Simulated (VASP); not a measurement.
# Rb2CdSe2O6: structure and properties in VASP, part 5 of 5

Aim: relax Rb2CdSe2O6, then compute properties on the relaxed cell. The start is a cell from a database of measured crystal structures.

VASP 6.6.1; vdW-DF-cx; plane waves and PAW (Cd, Rb_sv, Se, O).

So far, gap on the k-mesh (eV): step 2 (relaxing cell and atoms (vdW-DF-cx)) 3.83; step 5 (density of states (vdW-DF-cx)) 3.83; step 6 (core levels (vdW-DF-cx)) 3.83; step 7 (volume scan with vdW-DF-cx, volume scale 0.94) 4.21; step 8 (volume scan with vdW-DF-cx, volume scale 0.96) 4.08.

## (9) Volume scan with vdW-DF-cx, volume scale 0.98

INCAR reads:

```
SYSTEM = Rb2CdSe2O6
PREC = Accurate
ENCUT = 520
EDIFF = 1E-06
NELM = 100
ISMEAR = 0
SIGMA = 0.05
LREAL = .FALSE.
ALGO = Normal
GGA = CX
AGGAC = 0
LUSE_VDW = .TRUE.
LASPH = .TRUE.
NBANDS = 50
LORBIT = 11
LWAVE = .FALSE.
LCHARG = .FALSE.
KPAR = 4
ISIF = 2
```

POSCAR reads:

```
Rb2CdSe2O6
1.0
    2.8668349098      1.6551679070      6.4902734398
   -2.8668349098      1.6551679070      6.4902734398
    0.0000000000     -3.3103358139      6.4902734398
Cd Rb Se O
1 2 2 6
Direct
    0.0000000000      0.0000000000      0.0000000000
    0.1974833440      0.1974833440      0.1974833440
    0.8025166560      0.8025166560      0.8025166560
    0.3732106854      0.3732106854      0.3732106854
    0.6267893146      0.6267893146      0.6267893146
    0.2549577843      0.2549577843      0.7228824993
    0.7228824993      0.2549577843      0.2549577843
    0.2549577843      0.7228824993      0.2549577843
    0.2771175007      0.7450422157      0.7450422157
    0.7450422157      0.7450422157      0.2771175007
    0.7450422157      0.2771175007      0.7450422157
```

KPOINTS reads:

```
Automatic mesh
0
Gamma
6 6 6
0 0 0
```

The projector-augmented-wave data sets are Cd, Rb_sv, Se and O (PBE family, release 64).

The run is started by

```sh
mpirun -np 4 vasp_std
```

Output:

```text
[... set-up lines as in an earlier step ...]
 entering main loop
       N       E                     dE             d eps       ncg     rms          rms(c)
DAV:   1     0.579108624268E+03    0.57911E+03   -0.40168E+04  3208   0.146E+03
DAV:   2     0.105465494112E+01   -0.57805E+03   -0.55835E+03  3874   0.336E+02
DAV:   3    -0.429938719158E+02   -0.44049E+02   -0.43645E+02  4040   0.963E+01
DAV:   4    -0.444854008507E+02   -0.14915E+01   -0.14878E+01  4744   0.138E+01
[...]
DAV:  14    -0.335948039778E+02   -0.11841E-04   -0.14550E-05  3768   0.179E-02    0.492E-03
DAV:  15    -0.335948053559E+02   -0.13781E-05   -0.15493E-06  3152   0.538E-03    0.244E-03
DAV:  16    -0.335948054844E+02   -0.12852E-06   -0.68639E-07  2568   0.416E-03
   1 F= -.33594805E+02 E0= -.33594805E+02  d E =-.107350E-11
```

Elapsed: 3.3 min, on 4 MPI ranks of AMD EPYC 9R45, shared host; peak memory 5.3 GiB; 13 min of CPU time.

From OUTCAR (step 9):

```text
  Total        2.3476498      2.3476498      1.6167453      0.0000000      0.0000000      0.0000000
  in kB       20.3556471     20.3556471     14.0182310      0.0000000      0.0000000      0.0000000
  external PRESSURE =      18.2431751 kB  Pullay stress =       0.0000000 kB

 POSITION                                       TOTAL-FORCE (eV/Angst)
 -----------------------------------------------------------------------------------
      0.00000      0.00000      0.00000         0.000000      0.000000      0.000000
      0.00000      0.00000      3.84516         0.000000      0.000000      0.001218
      0.00000      0.00000     15.62566         0.000000     -0.000000     -0.001218
      0.00000      0.00000      7.26672         0.000000     -0.000000     -0.413074
      0.00000      0.00000     12.20410         0.000000      0.000000      0.413074
      0.00000     -1.54899      8.00120         0.000000     -0.241386      0.178475
      1.34146      0.77449      8.00120         0.209046      0.120693      0.178475
     -1.34146      0.77449      8.00120        -0.209046      0.120693      0.178475
     -1.34146     -0.77449     11.46962        -0.209046     -0.120693     -0.178475
      0.00000      1.54899     11.46962         0.000000      0.241386     -0.178475
      1.34146     -0.77449     11.46962         0.209046     -0.120693     -0.178475
 -----------------------------------------------------------------------------------
    total drift:                               -0.000000     -0.000000      0.000000

  FREE ENERGIE OF THE ION-ELECTRON SYSTEM (eV)
  ---------------------------------------------------
  free  energy   TOTEN  =       -33.5948054844 eV

  energy  without entropy=      -33.5948054844  energy(sigma->0) =      -33.59480548

[... 1 part as in an earlier step ...]

[... 2 further parts left out ...]
[key lines of the parts left out:]
E-fermi :   0.7702
```

The pressure falls from 3.86 to 1.82 GPa.

The run ends at a pressure of 1.82 GPa, with forces up to 0.41 eV/Å.

## (10) Volume scan with vdW-DF-cx, volume scale 1

INCAR is that of step 9.

Edit POSCAR of step 9 so:

```diff
@@ -2,5 +2,5 @@
 1.0
-    2.8668349098      1.6551679070      6.4902734398
-   -2.8668349098      1.6551679070      6.4902734398
-    0.0000000000     -3.3103358139      6.4902734398
+    2.8862060036      1.6663518132      6.5341279690
+   -2.8862060036      1.6663518132      6.5341279690
+    0.0000000000     -3.3327036263      6.5341279690
 Cd Rb Se O
```

KPOINTS is that of step 9.

The run is started by

```sh
mpirun -np 4 vasp_std
```

Output:

```text
[... set-up lines as in an earlier step ...]
 entering main loop
       N       E                     dE             d eps       ncg     rms          rms(c)
[... 16 cycles as in an earlier step ...]
   1 F= -.33619261E+02 E0= -.33619261E+02  d E =-.107714E-15
```

It took 3.5 min on 4 MPI ranks; peak memory 5.6 GiB; 14 min of CPU time.

OUTCAR, selected parts (step 10):

```text
[... 6 parts as in an earlier step ...]

[... 1 further part left out ...]
[key lines of the parts left out:]
E-fermi :   0.6781
```

The pressure falls from 1.82 to 0.01 GPa.

The run ends at a pressure of 0.01 GPa, with forces up to 0.0076 eV/Å.

## (11) Volume scan with vdW-DF-cx, volume scale 1.02

INCAR is that of step 10.

Edit POSCAR of step 10 so:

```diff
@@ -2,5 +2,5 @@
 1.0
-    2.8862060036      1.6663518132      6.5341279690
-   -2.8862060036      1.6663518132      6.5341279690
-    0.0000000000     -3.3327036263      6.5341279690
+    2.9053205077      1.6773875773      6.5774016008
+   -2.9053205077      1.6773875773      6.5774016008
+    0.0000000000     -3.3547751545      6.5774016008
 Cd Rb Se O
```

KPOINTS is that of step 10.

The run is started by

```sh
mpirun -np 4 vasp_std
```

Output:

```text
[... set-up lines as in an earlier step ...]
 entering main loop
       N       E                     dE             d eps       ncg     rms          rms(c)
DAV:   1     0.573147724121E+03    0.57315E+03   -0.39866E+04  3224   0.145E+03
DAV:   2     0.135974725738E+01   -0.57179E+03   -0.55325E+03  3866   0.332E+02
DAV:   3    -0.430410072924E+02   -0.44401E+02   -0.44022E+02  4070   0.959E+01
DAV:   4    -0.445168439463E+02   -0.14758E+01   -0.14723E+01  4808   0.138E+01
[...]
DAV:  14    -0.336031800996E+02   -0.95617E-05   -0.12458E-05  3744   0.170E-02    0.507E-03
DAV:  15    -0.336031812182E+02   -0.11187E-05   -0.15165E-06  3096   0.546E-03    0.232E-03
DAV:  16    -0.336031813885E+02   -0.17033E-06   -0.64563E-07  2528   0.378E-03
   1 F= -.33603181E+02 E0= -.33603181E+02  d E =-.791994E-12
```

It took 3.5 min on 4 MPI ranks; peak memory 5.6 GiB; 14 min of CPU time.

From OUTCAR (step 11):

```text
  Total       -2.1786848     -2.1786848     -1.4522057      0.0000000     -0.0000000      0.0000000
  in kB      -18.1498026    -18.1498026    -12.0977789      0.0000000     -0.0000000      0.0000000
  external PRESSURE =     -16.1324614 kB  Pullay stress =       0.0000000 kB

 POSITION                                       TOTAL-FORCE (eV/Angst)
 -----------------------------------------------------------------------------------
      0.00000      0.00000      0.00000         0.000000      0.000000      0.000000
      0.00000      0.00000      3.89678         0.000000      0.000000      0.004356
      0.00000      0.00000     15.83542         0.000000     -0.000000     -0.004356
      0.00000      0.00000      7.36427         0.000000      0.000000      0.381754
      0.00000      0.00000     12.36794         0.000000     -0.000000     -0.381754
      0.00000     -1.56978      8.10861         0.000000      0.209605     -0.167733
      1.35947      0.78489      8.10861        -0.181524     -0.104803     -0.167733
     -1.35947      0.78489      8.10861         0.181524     -0.104803     -0.167733
     -1.35947     -0.78489     11.62360         0.181524      0.104803      0.167733
      0.00000      1.56978     11.62360         0.000000     -0.209605      0.167733
      1.35947     -0.78489     11.62360        -0.181524      0.104803      0.167733
 -----------------------------------------------------------------------------------
    total drift:                                0.000000     -0.000000      0.000000

  FREE ENERGIE OF THE ION-ELECTRON SYSTEM (eV)
  ---------------------------------------------------
  free  energy   TOTEN  =       -33.6031813885 eV

  energy  without entropy=      -33.6031813885  energy(sigma->0) =      -33.60318139

[... 1 part as in an earlier step ...]

[... 2 further parts left out ...]
[key lines of the parts left out:]
E-fermi :   0.5030
```

The pressure falls from 0.01 to -1.61 GPa.

The run ends at a pressure of -1.61 GPa, with forces up to 0.38 eV/Å.

## (12) Volume scan with vdW-DF-cx, volume scale 1.04

INCAR is that of step 11.

Edit POSCAR of step 11 so:

```diff
@@ -2,5 +2,5 @@
 1.0
-    2.9053205077      1.6773875773      6.5774016008
-   -2.9053205077      1.6773875773      6.5774016008
-    0.0000000000     -3.3547751545      6.5774016008
+    2.9241867539      1.6882800096      6.6201131976
+   -2.9241867539      1.6882800096      6.6201131976
+    0.0000000000     -3.3765600191      6.6201131976
 Cd Rb Se O
```

KPOINTS is that of step 11.

The run is started by

```sh
mpirun -np 4 vasp_std
```

Output:

```text
[... set-up lines as in an earlier step ...]
 entering main loop
       N       E                     dE             d eps       ncg     rms          rms(c)
DAV:   1     0.574139696846E+03    0.57414E+03   -0.39759E+04  3208   0.145E+03
DAV:   2     0.232003450728E+01   -0.57182E+03   -0.55264E+03  3902   0.330E+02
DAV:   3    -0.429837043760E+02   -0.45304E+02   -0.44882E+02  4064   0.966E+01
DAV:   4    -0.444786806184E+02   -0.14950E+01   -0.14911E+01  4608   0.139E+01
[...]
DAV:  13    -0.335509634802E+02   -0.35230E-04   -0.85401E-05  4040   0.457E-02    0.885E-03
DAV:  14    -0.335509710494E+02   -0.75692E-05   -0.10825E-05  3824   0.161E-02    0.508E-03
DAV:  15    -0.335509720274E+02   -0.97796E-06   -0.15626E-06  3056   0.568E-03
   1 F= -.33550972E+02 E0= -.33550972E+02  d E =-.404169E-19
```

Wall time 3.5 min (4 MPI ranks); peak memory 5.5 GiB; 14 min of CPU time.

OUTCAR, selected parts (step 12):

```text
  Total       -4.2047074     -4.2047074     -2.8097643      0.0000000     -0.0000000      0.0000000
  in kB      -34.3542219    -34.3542219    -22.9569521      0.0000000     -0.0000000      0.0000000
  external PRESSURE =     -30.5551320 kB  Pullay stress =       0.0000000 kB

 POSITION                                       TOTAL-FORCE (eV/Angst)
 -----------------------------------------------------------------------------------
      0.00000      0.00000      0.00000         0.000000      0.000000     -0.000000
      0.00000      0.00000      3.92209         0.000000      0.000000      0.005804
      0.00000      0.00000     15.93825         0.000000     -0.000000     -0.005804
      0.00000      0.00000      7.41209         0.000000      0.000000      0.737273
      0.00000      0.00000     12.44825         0.000000     -0.000000     -0.737273
      0.00000     -1.57998      8.16126         0.000000      0.411125     -0.321392
      1.36830      0.78999      8.16126        -0.356045     -0.205563     -0.321392
     -1.36830      0.78999      8.16126         0.356045     -0.205563     -0.321392
     -1.36830     -0.78999     11.69908         0.356045      0.205563      0.321392
      0.00000      1.57998     11.69908         0.000000     -0.411125      0.321392
      1.36830     -0.78999     11.69908        -0.356045      0.205563      0.321392
 -----------------------------------------------------------------------------------
    total drift:                                0.000000     -0.000000      0.000000

  FREE ENERGIE OF THE ION-ELECTRON SYSTEM (eV)
  ---------------------------------------------------
  free  energy   TOTEN  =       -33.5509720274 eV

  energy  without entropy=      -33.5509720274  energy(sigma->0) =      -33.55097203

[... 1 part as in an earlier step ...]

[... 2 further parts left out ...]
[key lines of the parts left out:]
E-fermi :   0.4551
```

The pressure falls from -1.61 to -3.06 GPa.

The run ends at a pressure of -3.06 GPa, with forces up to 0.74 eV/Å.

## (13) Volume scan with vdW-DF-cx, volume scale 1.06

A prediction first. A least-squares parabola for the 6 pressures of evenly scaled cells so far, P = 0.00 -86.1 t +209 t² GPa with t = ln(V/V₁) and V₁ the volume at scale 1, gives -4.30 GPa at t = +0.0583.

INCAR is that of step 12.

Edit POSCAR of step 12 so:

```diff
@@ -2,5 +2,5 @@
 1.0
-    2.9241867539      1.6882800096      6.6201131976
-   -2.9241867539      1.6882800096      6.6201131976
-    0.0000000000     -3.3765600191      6.6201131976
+    2.9428126494      1.6990336754      6.6622806605
+   -2.9428126494      1.6990336754      6.6622806605
+    0.0000000000     -3.3980673507      6.6622806605
 Cd Rb Se O
```

KPOINTS is that of step 12.

The run is started by

```sh
mpirun -np 4 vasp_std
```

Output:

```text
[... set-up lines as in an earlier step ...]
 entering main loop
       N       E                     dE             d eps       ncg     rms          rms(c)
DAV:   1     0.575302118469E+03    0.57530E+03   -0.39684E+04  3216   0.145E+03
DAV:   2     0.295111315442E+01   -0.57235E+03   -0.55252E+03  3924   0.328E+02
DAV:   3    -0.429149430620E+02   -0.45866E+02   -0.45409E+02  4048   0.966E+01
DAV:   4    -0.444301589379E+02   -0.15152E+01   -0.15107E+01  4696   0.141E+01
[...]
DAV:  13    -0.334664531738E+02   -0.40729E-04   -0.91811E-05  4032   0.474E-02    0.812E-03
DAV:  14    -0.334664592425E+02   -0.60688E-05   -0.92372E-06  3840   0.149E-02    0.506E-03
DAV:  15    -0.334664601373E+02   -0.89478E-06   -0.16210E-06  3032   0.591E-03
   1 F= -.33466460E+02 E0= -.33466460E+02  d E =-.802613E-15
```

Wall time 3.6 min (4 MPI ranks); peak memory 5.5 GiB.

Parts of OUTCAR (step 13):

```text
  Total       -6.1012429     -6.1012429     -4.0744276      0.0000000     -0.0000000      0.0000000
  in kB      -48.9091509    -48.9091509    -32.6616717      0.0000000     -0.0000000      0.0000000
  external PRESSURE =     -43.4933245 kB  Pullay stress =       0.0000000 kB

 POSITION                                       TOTAL-FORCE (eV/Angst)
 -----------------------------------------------------------------------------------
      0.00000      0.00000      0.00000         0.000000     -0.000000     -0.000000
      0.00000      0.00000      3.94707         0.000000      0.000000      0.007229
      0.00000      0.00000     16.03977         0.000000     -0.000000     -0.007229
      0.00000      0.00000      7.45930         0.000000      0.000000      1.067859
      0.00000      0.00000     12.52754         0.000000     -0.000000     -1.067859
      0.00000     -1.59004      8.21325         0.000000      0.598137     -0.463422
      1.37701      0.79502      8.21325        -0.518001     -0.299068     -0.463422
     -1.37701      0.79502      8.21325         0.518001     -0.299068     -0.463422
     -1.37701     -0.79502     11.77360         0.518001      0.299068      0.463422
      0.00000      1.59004     11.77360         0.000000     -0.598137      0.463422
      1.37701     -0.79502     11.77360        -0.518001      0.299068      0.463422
 -----------------------------------------------------------------------------------
    total drift:                                0.000000      0.000000      0.000000

  FREE ENERGIE OF THE ION-ELECTRON SYSTEM (eV)
  ---------------------------------------------------
  free  energy   TOTEN  =       -33.4664601373 eV

  energy  without entropy=      -33.4664601373  energy(sigma->0) =      -33.46646014

[... 1 part as in an earlier step ...]

[... 2 further parts left out ...]
[key lines of the parts left out:]
E-fermi :   0.2924
```

The pressure falls from -3.06 to -4.35 GPa. The parabola predicted -4.30 GPa, +0.05 GPa off.

## (14) The series together

Times are for 4 MPI ranks of AMD EPYC 9R45, shared host. Results by setting:

| no. | volume scale | energy above the lowest point (meV/atom) | pressure (GPa) | gap on the k-mesh (eV) | time | memory (GiB) |
| --- | --- | --- | --- | --- | --- | --- |
| 1 | 0.94 | 19.52 | 6.135 | 4.209 | 3.5 min | 5.0 |
| 2 | 0.96 | 8.56 | 3.858 | 4.078 | 3.5 min | 5.3 |
| 3 | 0.98 | 2.22 | 1.824 | 3.952 | 3.3 min | 5.3 |
| 4 | 1 | 0 | 0.008786 | 3.829 | 3.5 min | 5.6 |
| 5 | 1.02 | 1.46 | -1.613 | 3.711 | 3.5 min | 5.6 |
| 6 | 1.04 | 6.21 | -3.056 | 3.596 | 3.5 min | 5.5 |
| 7 | 1.06 | 13.89 | -4.349 | 3.485 | 3.6 min | 5.5 |

## (15) Fit for vdW-DF-cx

This step: Birch-Murnaghan fit, vdW-DF-cx; plane waves and PAW (VASP 6.6.1).

No new run; the numbers come from the runs before.

This step gave:

| Property | Result |
| --- | --- |
| pressure derivative of the bulk modulus | 4.667 |
| r.m.s. error of the fit | 1.08e-6 eV/atom |
| minimum inside the sampled range | yes |
| bulk modulus | 85.23 GPa |
| equilibrium volume of the fit | 17.17 Å³/atom |

Energy above the fitted minimum against volume:

| volume (Å³/atom) | energy above the fitted minimum (eV/atom) |
| --- | --- |
| 16.113 | 0.0195 |
| 16.456 | 0.00857 |
| 16.798 | 0.00224 |
| 17.141 | 1.2e-5 |
| 17.484 | 0.00147 |
| 17.827 | 0.00622 |
| 18.170 | 0.0139 |

The fit over cells of fixed shape and fractional positions puts the volume +0.17 % from the relaxed one. At a finite cutoff and mesh the minimum of the energy and the zero of the stress don't quite coincide, and the relaxation stops at a threshold. The atoms bear forces along the scan, since they were held; freeing them would lower the modulus.

## (16) Summary of results

```
relaxed volume                                             : 17.14 Å³/atom
relaxed conventional cell a, b, c                          : 5.772, 5.772, 19.602 Å; angles 90.0, 90.0, 120.0°
space group after relaxing, within 0.02 Å                  : R-3m (No. 166)
band gap                                                   : 3.83 eV, indirect (least direct gap of that run 3.96 eV)
gap among the points of the DOS mesh alone, an upper bound : 3.83 eV
shallowest level of the frozen cores                       : Se4 3d, 48.1 eV deep
bulk modulus from the fit                                  : 85.2 GPa
volume from the fit                                        : 17.2 Å³/atom
```

**Reading.** With vdW-DF-cx, Rb2CdSe2O6 relaxes to 17.14 Å³/atom in space group R-3m (held by the symmetry of the run), has an indirect gap of 3.83 eV and has a bulk modulus of 85.2 GPa at fixed shape and positions, an upper bound. Against the listed cell the volume lies +0.4 % (a +0.4 %, c -0.3 %). Bands along the symmetry lines (vdW-DF-cx): On this path the gap is indirect, 3.83 eV, with the valence top at X and the conduction bottom at Γ. The least direct gap is 3.96 eV. Semilocal functionals usually underestimate gaps. Spin-orbit coupling is left out; it would split some degenerate bands. No search among competing phases was made, and a listed structure need not be the one stable at ambient conditions. All values are for a static lattice at zero temperature.

[Lines on the potential files, build, host, timing and source positions are cut from VASP's logs without a mark.]

[Logs are printed without paths, hosts, clocks, repeated set-up lines and the standing remarks that a program may print on its own settings, such as how far it seeks lower states.]

[Hosts, paths, dates, database ids (printed as entryN), source tags and the programs' standing remarks are cut or masked in the printed files.]

[A measured line is paired with the nearest computed mode of its activity, which favours agreement.]

[In band tables of VASP the shares of atoms and orbitals are scaled to a sum of 1 inside the atoms' spheres.]
